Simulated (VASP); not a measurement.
```yaml
crystal:
  lattice:
    - [4.24817, 0.00000, 0.00000]
    - [0.00000, 4.24817, 0.00000]
    - [0.00000, 0.00000, 4.24817]
  atoms:
    - { symbol: Cs, position: [0.00000, 0.00000, 0.00000] }
    - { symbol: Br, position: [0.50000, 0.50000, 0.50000] }
```

Level of theory: PBEsol GGA with spin-orbit coupling, VASP's PBE PAW potentials (set 64) (plane waves; VASP). Settings: 400 eV cut-off, 6×6×6 Γ-centred mesh, Gaussian smearing of 0.050 eV, potentials Cs_sv Br.

**Question.** Estimate the energy per atom (σ→0), band gap (over mesh and band path) with the smallest direct gap where there is one.

**Answer.** 
```json
{
 "band gap (over mesh and band path)": "4.23 eV",
 "smallest direct gap (over mesh and band path)": "4.23 eV",
 "energy per atom (σ→0)": "-3269 meV/atom"
}
```

Only differences to runs with the same potentials and settings are physical.

The compound is CsBr in the CsCl type structure. It was relaxed first.
